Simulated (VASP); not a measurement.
Input:

```
Al2Pt
1.0
    0.00000     2.92885     2.92885
    2.92885     0.00000     2.92885
    2.92885     2.92885     0.00000
Al Pt
2 1
Direct
  0.25000   0.25000   0.25000
  0.75000   0.75000   0.75000
  0.00000   0.00000   0.00000
```

All values below come from LDA (Ceperley-Alder, Perdew-Zunger) with spin-orbit coupling, VASP's LDA PAW potentials (set 64) (plane waves; VASP 6.6.1). Settings: 400 eV cut-off, 8×8×8 Γ-centred mesh, Gaussian smearing of 0.050 eV, potentials Al Pt.

Problem. Give the energies of bands 9 to 22 at the high-symmetry points, in eV from the Fermi level.

Solution. 
```csv
band,Γ,X,U,L,W
9,-3.65,-3.82,-3.91,-4.31,-3.87
10,-3.65,-3.82,-3.91,-4.31,-3.87
11,-3.65,-3.23,-3.71,-3.27,-3.52
12,-3.65,-3.23,-3.71,-3.27,-3.52
13,2.94,-3.04,-3.01,-3.22,-2.73
14,2.94,-3.04,-3.01,-3.22,-2.73
15,3.08,-1.81,-1.93,0.75,-2.58
16,3.08,-1.81,-1.93,0.75,-2.58
17,4.29,-1.40,-0.57,1.34,-0.82
18,4.29,-1.40,-0.57,1.34,-0.82
19,4.29,3.36,3.44,3.81,5.28
20,4.29,3.36,3.44,3.81,5.28
21,5.47,3.48,5.54,5.10,5.42
22,5.47,3.48,5.54,5.10,5.42
```

It has no gap at this level: it comes out as a metal or semimetal.

The compound is PtAl2 in the fluorite structure. It was relaxed first.
